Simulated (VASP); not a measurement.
Given:

```
C
1.0
    0.00000     1.80697     1.80697
    1.80697     0.00000     1.80697
    1.80697     1.80697     0.00000
C
2
Direct
  0.00000   0.00000   0.00000
  0.25000   0.25000   0.25000
```

These are PBE GGA, VASP's PBE PAW potentials (set 64) (plane waves; VASP) values and carry that method's errors. Settings: PREC = Normal, 500 eV cut-off, 6×6×6 Γ-centred mesh, Gaussian smearing of 0.010 eV, potentials C_GW_new.

### Question
Estimate the energy per atom (σ→0), pressure.

### Answer

```yaml
energy per atom (σ→0): -9.083 eV/atom
pressure: -14.61 GPa
```

The absolute energy has meaning only against runs of the same code, potentials and settings.

The compound is C in the diamond structure. This cell is one point of a volume scan, at 1.04 of the reference volume. The k-mesh is coarse (spacing up to 0.50 per Å, 2π included), so the numbers may not be converged in it.
